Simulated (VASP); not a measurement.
Input of a VASP 6.6.1 run:

The input INCAR:

```
  PREC = Accurate
  ENCUT = 520
  EDIFF = 1E-6
  ISMEAR = 0
  SIGMA = 0.05
  LREAL = F
  LASPH = T
  NELM = 100
  ALGO = Normal
  ISIF = 2
  LWAVE = F
  LCHARG = T
  ISPIN = 2
  MAGMOM = 0.5 0 0
  LORBIT = 11
  LMAXMIX = 4
  LDAU = T
  LDAUTYPE = 2
  LDAUL = 2 -1
  LDAUU = 4 0
  LDAUJ = 0 0
  LDAUPRINT = 1
  GGA = CA
  LELF = T
  LVHAR = T
```

The input KPOINTS:

```
regular mesh
0
Gamma
  6 6 6
```

File POSCAR:

```
PtBr2
1.0
    2.0275947800      1.1706323900      6.1301826500
   -2.0275947800      1.1706323900      6.1301826500
    0.0000000000     -2.3412647800      6.1301826500
Pt Br
1 2
Direct
    0.0000000000      0.0000000000      0.0000000000
    0.2520000000      0.2520000000      0.2520000000
    0.7480000000      0.7480000000      0.7480000000
```

Potentials or basis: VASP PAW LDA potentials, release 64 (Pt, Br).

The run is started by

```bash
$ cat potpaw_LDA.64/Pt/POTCAR potpaw_LDA.64/Br/POTCAR > POTCAR
$ mpirun -np 1 vasp_std > vasp.out
```

Task: Predict the net moment.

Result: 2.00 μB per cell.

Task: What does it give for the band gap on the k mesh?

Result: 0.92 eV, indirect (least direct gap 1.11 eV).

Task: What does it give for the site moments?

Result: Pt +1.31; Br +0.26 μB.

Task: Predict the largest force.

Result: 1.138 eV/Å.

Forces in eV/Å, atoms in the order of the input:
```
Pt   0.000  0.000  0.000
Br   0.000  0.000  1.138
Br   0.000  0.000 -1.138
```

Caveat: spin-orbit coupling is left out, which moves the levels of the heavy elements; forces of over 1 eV/Å show positions far from the minimum, so gaps and moduli don't describe the material at rest. A k mesh can miss the band edges.
